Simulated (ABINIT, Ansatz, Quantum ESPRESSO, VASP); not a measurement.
MgSe (Fm-3m, 2 atoms in the cell) computed with different codes at matched settings

Self-consistent single point.

```
CELL_PARAMETERS angstrom
      0.00000     2.73000     2.73000
      2.73000     0.00000     2.73000
      2.73000     2.73000     0.00000
ATOMIC_POSITIONS crystal
  Mg 0.00000 0.00000 0.00000
  Se 0.50000 0.50000 0.50000
```

Shared settings, as Ansatz (a quantum-chemistry and plane-wave program) writes them: kpoints.mp_grid.grid = 8 8 8; magnetization.spin_orbit = true; scf.occupations.method = fermi_dirac; scf.occupations.width = 0.01 eV. Potentials and cutoffs stand in the table.

```csv
code,model,pressure (GPa),gap on the mesh (eV),cutoff
Quantum ESPRESSO,"PBE, spin-orbit coupling, PseudoDojo fully relativistic norm-conserving (PBE) pseudopotentials",1.77,1.668,90 Ry
Ansatz,"PBE with spin-orbit coupling, default PAW files",1.70,1.678,420 eV
VASP,"PBE, spin-orbit coupling, VASP's PBE PAW potentials (set 64)",1.57,1.657,300 eV
ABINIT,"PBE, spin-orbit coupling, norm-conserving pseudopotentials (PseudoDojo nc-fr-04 PBE standard)",1.79,1.668,1170 eV
```

Gaps are read on the mesh.

The spread over the programs that give each value: pressure within 0.22 GPa; gap on the mesh within 0.021 eV.

Ansatz's pressure is given at a fixed set of plane waves, as the other plane-wave codes print theirs.

VASP's run is marked for a possible Pulay error in its stress at this cutoff; no cutoff test was made.

The starting cell has typed, rounded lattice constants, without a prior relaxation at this level.

Left out of this page: Elk, FLEUR and SIESTA (not drawn, or without a comparable value).

Keys are those of Ansatz 0.2.
